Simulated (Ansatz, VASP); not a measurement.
## Two plane-wave programs on Zr3MoC

INCAR

```
SYSTEM = Zr3MoC
PREC = Accurate ; ENCUT = 600
EDIFF = 1E-7 ; ISMEAR = 0
SIGMA = 0.1 ; LREAL = .False.
LASPH = .True. ; NELM = 100
ALGO = Normal ; ISIF = 3
LWAVE = .False. ; LCHARG = .False.
GGA = PE ; IBRION = 2
NSW = 100 ; EDIFFG = -0.01
```

KPOINTS

```
regular mesh
0
Gamma
  8 8 8
  0 0 0
```

File POSCAR:

```
Zr3MoC
1.0
    4.9076674723      0.0000000000      0.0000000000
    0.0000000000      4.9076674723      0.0000000000
    0.0000000000      0.0000000000      4.9076674723
Zr Mo C
3 1 1
Direct
    0.5000000000      0.0000000000      0.0000000000
    0.0000000000      0.5000000000      0.0000000000
    0.0000000000      0.0000000000      0.5000000000
    0.0000000000      0.0000000000      0.0000000000
    0.5000000000      0.5000000000      0.5000000000
```

Input for Ansatz:

```yaml
crystal:
  lattice:
    - [4.9076674723, 0.0, 0.0]
    - [0.0, 4.9076674723, 0.0]
    - [0.0, 0.0, 4.9076674723]
  atoms:
    - { symbol: Zr, position: [0.5, 0.0, 0.0] }
    - { symbol: Zr, position: [0.0, 0.5, 0.0] }
    - { symbol: Zr, position: [0.0, 0.0, 0.5] }
    - { symbol: Mo, position: [0.0, 0.0, 0.0] }
    - { symbol: C, position: [0.5, 0.5, 0.5] }
basis:
  ecutwfc: 420
kpoints:
  mp_grid: { grid: [8, 8, 8] }
hamiltonian:
  xc: pbe
scf:
  occupations: { method: gaussian, width: 0.1 }
output:
  forces: true
  stress: true
  eigenvalues: true
  write_density: true
  write_potential: true
  elf: true
  volumetric_format: npy
relax:
  adjacent_minimum: "off"
  f_tol: 0.01
  max_steps: 80
  cell: { stress_tol: 0.05 }
```

Alike in both runs: task relaxation of cell and atoms; functional PBE; k mesh 8 × 8 × 8; occupations gaussian, width 0.1 eV; no spin polarisation.

```csv
,VASP,Ansatz
version,VASP 6.6.1,Ansatz 0.2.0
potentials or method,"VASP PAW PBE potentials, release 64 (Zr_sv, Mo_sv, C)","scalar-relativistic, plane waves, PAW"
plane-wave cutoff (eV),600,420
valence electrons in the cell,54,54
```

VASP gave:

- gap on the k mesh at the Fermi level, each at its own relaxed structure (eV): none
- relaxed volume (Å³/atom): 24.21
- relaxed cell length with the largest relative difference (Å): 4.947
- energy change over the relaxation (meV/atom): -3

Task: Estimate Ansatz's values.

Result: gap on the k mesh at the Fermi level, each at its own relaxed structure (eV): none; relaxed volume (Å³/atom): 24.15; relaxed cell length with the largest relative difference (Å): 4.943; energy change over the relaxation (meV/atom): -2.

A gap of «none» marks a metal or a gap that the smearing closes.
